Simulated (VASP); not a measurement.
All values below come from r2SCAN meta-GGA, VASP's PBE PAW potentials (set 64) (plane waves; VASP).

VASP input:

KPOINTS_OPT:
```
k-points along high-symmetry lines
10
Line-mode
Reciprocal
  0.000000   0.000000   0.000000 ! GAMMA
 -0.500000  -0.500000   0.000000 ! X

 -0.500000  -0.500000   0.000000 ! X
 -0.375000  -0.375000   0.250000 ! U

 -0.375000   0.000000   0.375000 ! K
  0.000000   0.000000   0.000000 ! GAMMA

  0.000000   0.000000   0.000000 ! GAMMA
  0.000000   0.000000   0.500000 ! L

  0.000000   0.000000   0.500000 ! L
 -0.500000  -0.250000   0.250000 ! W

 -0.500000  -0.250000   0.250000 ! W
 -0.500000  -0.500000   0.000000 ! X
```

**POSCAR**
```
BN
2.5549030
  0.0000000000   0.7071068191   0.7071068191
  0.7071068191   0.0000000000   0.7071068191
  0.7071068191   0.7071068191   0.0000000000
B N
1 1
direct
  0.0000000000   0.0000000000   0.0000000000
  0.7500000000   0.7500000000   0.7500000000
```

INCAR:
```
ALGO = Normal
EDIFF = 1E-7
ENCUT = 520
ISIF = 2
ISMEAR = -5
LASPH = .True.
LCHARG = .False.
LMIXTAU = .True.
LORBIT = 11
LREAL = .False.
LWAVE = .False.
METAGGA = R2SCAN
NEDOS = 601
NELM = 100
PREC = Accurate
SYSTEM = BN
```

KPOINTS:
```
Automatic mesh
0
Gamma
14 14 14
0 0 0
```

POTCAR, in this order: B N (PBE.64 set). Program: vasp_std.

Output of the run:

OSZICAR:
```
       N       E                     dE             d eps       ncg     rms          rms(c)
DAV:   1     0.531132103988E+01    0.53113E+01   -0.54483E+03  1720   0.102E+03
DAV:   2    -0.222193119889E+02   -0.27531E+02   -0.27173E+02  2352   0.179E+02
DAV:   3    -0.224172288533E+02   -0.19792E+00   -0.19792E+00  1872   0.187E+01
DAV:   4    -0.224174347437E+02   -0.20589E-03   -0.20589E-03  2400   0.524E-01
DAV:   5    -0.224174347825E+02   -0.38794E-07   -0.38794E-07  1808   0.591E-03    0.662E+00
DAV:   6    -0.189061935629E+02    0.35112E+01   -0.17763E+00  2304   0.110E+01    0.402E+00
DAV:   7    -0.194671515488E+02   -0.56096E+00   -0.12430E+00  1880   0.890E+00    0.164E+00
DAV:   8    -0.181127057665E+02    0.13544E+01   -0.99868E-01  1712   0.830E+00    0.177E+00
DAV:   9    -0.191689180960E+02   -0.10562E+01   -0.22770E-01  1728   0.497E+00    0.433E-01
DAV:  10    -0.191730519643E+02   -0.41339E-02   -0.55532E-02  2168   0.204E+00    0.145E-01
DAV:  11    -0.191686770908E+02    0.43749E-02   -0.41737E-03  1664   0.923E-01    0.703E-02
DAV:  12    -0.191719648861E+02   -0.32878E-02   -0.16125E-03  1664   0.522E-01    0.240E-02
DAV:  13    -0.191717376687E+02    0.22722E-03   -0.86228E-05  1792   0.946E-02    0.902E-03
DAV:  14    -0.191717767881E+02   -0.39119E-04   -0.60386E-06  1792   0.322E-02    0.608E-03
DAV:  15    -0.191717719972E+02    0.47909E-05   -0.24604E-06  1720   0.202E-02    0.170E-03
DAV:  16    -0.191717753526E+02   -0.33554E-05   -0.37082E-07  2208   0.688E-03    0.865E-04
DAV:  17    -0.191717736569E+02    0.16957E-05   -0.44876E-08   832   0.265E-03    0.679E-04
DAV:  18    -0.191717746785E+02   -0.10216E-05   -0.29661E-08   832   0.181E-03    0.207E-04
DAV:  19    -0.191717746314E+02    0.47114E-07   -0.31644E-09   832   0.621E-04
   1 F= -.19171775E+02 E0= -.19171775E+02  d E =0.000000E+00
       N       E                     dE             ncg
```

### OUTCAR
```
------------------------ aborting loop because EDIFF is reached ----------------------------------------
  FORCE on cell =-STRESS in cart. coord.  units (eV):
  Direction    XX          YY          ZZ          XY          YZ          ZX
  --------------------------------------------------------------------------------------
  Total       -0.0009491     -0.0009491     -0.0009491      0.0000000      0.0000000     -0.0000000
  in kB       -0.1289514     -0.1289514     -0.1289514      0.0000000      0.0000000     -0.0000000
  external PRESSURE =      -0.1289514 kB  Pullay stress =       0.0000000 kB
  volume of cell :       11.79
      direct lattice vectors                 reciprocal lattice vectors
     0.000000000  1.806589333  1.806589333    -0.276764614  0.276764614  0.276764614
     1.806589333  0.000000000  1.806589333     0.276764614 -0.276764614  0.276764614
     1.806589333  1.806589333  0.000000000     0.276764614  0.276764614 -0.276764614
  FREE ENERGIE OF THE ION-ELECTRON SYSTEM (eV)
  ---------------------------------------------------
  free  energy   TOTEN  =       -19.1717746314 eV

  energy  without entropy=      -19.1717746314  energy(sigma->0) =      -19.17177463

 total charge

# of ion       s       p       d       tot
------------------------------------------
    1        0.681   1.339   0.000   2.020
    2        1.228   2.790   0.000   4.019
--------------------------------------------------
tot          1.909   4.130   0.000   6.039
```
(Selected blocks of OUTCAR.)

The structure comes from a computed database's BN entry (F-43m); how it stands against other phases isn't given here. It was relaxed first.
